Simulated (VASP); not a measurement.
Here is the system:

```yaml
crystal:
  lattice:
    - [0.00000, 3.22819, 3.22819]
    - [3.22819, 0.00000, 3.22819]
    - [3.22819, 3.22819, 0.00000]
  atoms:
    - { symbol: Ge, position: [0.00000, 0.00000, 0.00000] }
    - { symbol: Ta, position: [0.50000, 0.50000, 0.50000] }
    - { symbol: Ta, position: [0.25000, 0.25000, 0.25000] }
    - { symbol: Ta, position: [0.75000, 0.75000, 0.75000] }
```

Calculation: PBEsol GGA, VASP's PBE PAW potentials (set 64) (plane waves; VASP 6.6.1). Settings: 400 eV cut-off, Gaussian smearing of 0.050 eV, potentials Ge_d Ta_pv.

**Question.** Give the energies of bands 16 to 27 at the high-symmetry points, in eV from the Fermi level.

**Answer.** 
| band | Γ | X | U | L | W |
|---|---|---|---|---|---|
| 16 | -4.09 | -6.11 | -5.67 | -6.50 | -5.36 |
| 17 | -4.09 | -4.22 | -5.08 | -4.29 | -5.36 |
| 18 | -4.09 | -3.87 | -3.64 | -4.29 | -3.85 |
| 19 | -3.72 | -2.61 | -3.44 | -2.24 | -3.34 |
| 20 | -3.72 | -2.61 | -1.97 | -1.81 | -1.73 |
| 21 | -0.99 | -1.72 | -1.78 | -1.81 | -1.73 |
| 22 | -0.91 | -1.54 | -1.08 | -0.92 | -1.27 |
| 23 | -0.91 | -1.54 | -0.73 | -0.92 | -0.33 |
| 24 | -0.91 | 0.31 | 0.18 | -0.68 | -0.33 |
| 25 | 2.76 | 0.93 | 0.27 | 0.37 | 0.13 |
| 26 | 2.76 | 0.93 | 1.07 | 0.37 | 1.49 |
| 27 | 2.76 | 1.85 | 1.78 | 2.92 | 2.12 |

It has no gap at this level: it comes out as a metal or semimetal.

The structure was generated: Ta3Ge was put into the D03 type (Fm-3m), which need not be its known phase. It was relaxed first, which changed the volume by -19 %. The electron count is odd and the run is not spin-polarised, which forces a metal.
